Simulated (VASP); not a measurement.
An input for Quantum ESPRESSO's pw.x (written as the equivalent of a VASP run, and not itself run):

```
&CONTROL
  calculation = 'scf'
  pseudo_dir = './pseudo'
  outdir = './out'
  tprnfor = .true.
  tstress = .true.
/
&SYSTEM
  ibrav = 0
  nat = 5
  ntyp = 3
  ecutwfc = 72
  occupations = 'smearing'
  smearing = 'gaussian'
  degauss = 0.00735
  input_dft = 'pz'
/
&ELECTRONS
  conv_thr = 7.3e-08
  electron_maxstep = 100
/
ATOMIC_SPECIES
  Si 28.085 Si.upf
  Al 26.982 Al.upf
  Y 88.906 Y.upf
CELL_PARAMETERS angstrom
     4.1950000    0.0000000    0.0000000
    -2.0975000    3.6329770    0.0000000
     0.0000000    0.0000000    6.5810000
ATOMIC_POSITIONS crystal
  Si   0.3333330  0.6666670  0.2599000
  Si   0.6666670  0.3333330  0.7401000
  Al   0.3333330  0.6666670  0.6444000
  Al   0.6666670  0.3333330  0.3556000
  Y    0.0000000  0.0000000  0.0000000
K_POINTS automatic
  7 7 4 0 0 0
```

Write the VASP files for the same calculation (LDA).

One answer among several that fit: 
**POSCAR**
```
Y(AlSi)2
4.1950
  1.0000000000   0.0000000000   0.0000000000
 -0.5000000000   0.8660255066   0.0000000000
  0.0000000000   0.0000000000   1.5687723480
Si Al Y
2 2 1
direct
  0.3333330000   0.6666670000   0.2599000000
  0.6666670000   0.3333330000   0.7401000000
  0.3333330000   0.6666670000   0.6444000000
  0.6666670000   0.3333330000   0.3556000000
  0.0000000000   0.0000000000   0.0000000000
```

File KPOINTS:
```
Automatic mesh
0
Gamma
7 7 4
0 0 0
```

### INCAR
```
! general
SYSTEM  = Y(AlSi)2
PREC    = Accurate
ENCUT   = 300
LREAL   = .FALSE.
LASPH   = .TRUE.

! electronic loop
EDIFF   = 1E-6
NELM    = 100
ALGO    = Normal
LMAXMIX = 4

! smearing
ISMEAR  = 0
SIGMA   = 0.1

! ions
ISIF    = 2

! output
LWAVE   = .FALSE.
LCHARG  = .FALSE.
```

POTCAR, in this order: Si Al Y_sv (LDA.64 set). Program: vasp_std.

Limits of the translation: the potentials are each code's own (VASP's PAW set, PseudoDojo norm-conserving files in pw.x), so ENCUT and ecutwfc are chosen apart and not converted; conv_thr bounds pw.x's estimated SCF error, while EDIFF bounds the energy change between steps.

The structure comes from a measured Al2YSi2 entry (P-3m1) of the Crystallography Open Database, whose conditions weren't checked. The cell was not relaxed at this level.
